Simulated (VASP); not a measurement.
Zr3BC3: single point with PBE

Crystal: Zr3BC3.

```xyz
14
Lattice="5.7950 -1.0743 0.3161 1.1064 5.7919 0.8231 1.6484 -2.5349 4.5125" Properties=species:S:1:pos:R:3 pbc="T T T"
C     6.1188    0.4448    5.6499
C     5.7476    3.3735    2.1426
C     7.1995    1.4040    2.9223
C     3.2033    2.2794    0.8527
C     7.3817    2.6146    4.3639
C     1.9206    2.7421    1.4280
Zr    5.2856    2.8894    4.5227
Zr    4.4679    1.0811    2.1999
Zr    2.6257    1.4897    4.2875
Zr    2.1156   -1.2738    4.6241
Zr    5.9432   -0.7113    3.4667
Zr    3.3250    3.9152    2.7294
B     4.1229   -1.1011    0.6924
B     1.5845    5.0735    1.7438
```

The cell was built by a generator and needn't be a form met in nature.

```json
{
  "Program": "VASP 6.6.1",
  "Task": "single point",
  "Functional": "PBE",
  "Potentials or basis": "VASP PAW PBE potentials, release 64 (C, Zr_sv, B)",
  "Cutoff": "520 eV",
  "k mesh": "3 × 3 × 3",
  "Occupations": "fermi-dirac, width 0.05 eV",
  "Spin": "no spin polarisation"
}
```

The pressure is 26.0 GPa. The largest force is 6.559 eV/Å and the band gap on the k mesh is none (metal or under the smearing width).

Forces on the atoms (eV/Å):
```
C    2.903  1.654 -2.836
C   -1.047 -0.410  1.275
C   -3.207 -2.246  5.262
C   -1.890  0.650 -0.332
C    0.466 -0.306  1.312
C    1.812  0.050 -4.102
Zr   0.003 -1.687  0.053
Zr  -0.609 -1.246 -0.948
Zr  -1.287  0.753  1.274
Zr   1.508  0.991  0.852
Zr   1.702  0.289  0.723
Zr   0.947  2.107 -0.767
B    0.260  0.800 -1.878
B   -1.562 -1.399  0.111
```

Stress tensor (GPa, compression positive):
```
 19.13 -10.18  -0.67
-10.18  26.69 -13.89
 -0.67 -13.89  32.19
```

Levels at points of the mesh, in eV from the Fermi level:
```tsv
k point	band 47	band 48	band 49	band 50	band 51	band 52	band 53	band 54	band 55	band 56
(0.00, 0.00, 0.00)	-1.29	-1.14	-0.45	-0.18	-0.01	0.18	0.56	0.88	0.98	1.05
```

Wall time 14 min on 1 thread of Intel(R) Xeon(R) Platinum 8175M CPU @ 2.50GHz (Skylake/Cascade Lake), with other jobs on the host, peak memory 0.35 GiB.

Caveat: the k mesh is coarse (spacing up to 0.45 Å⁻¹), so the values aren't converged; so large a pressure means that the cell lies far from this level's equilibrium, or that cutoff or potentials fall short.
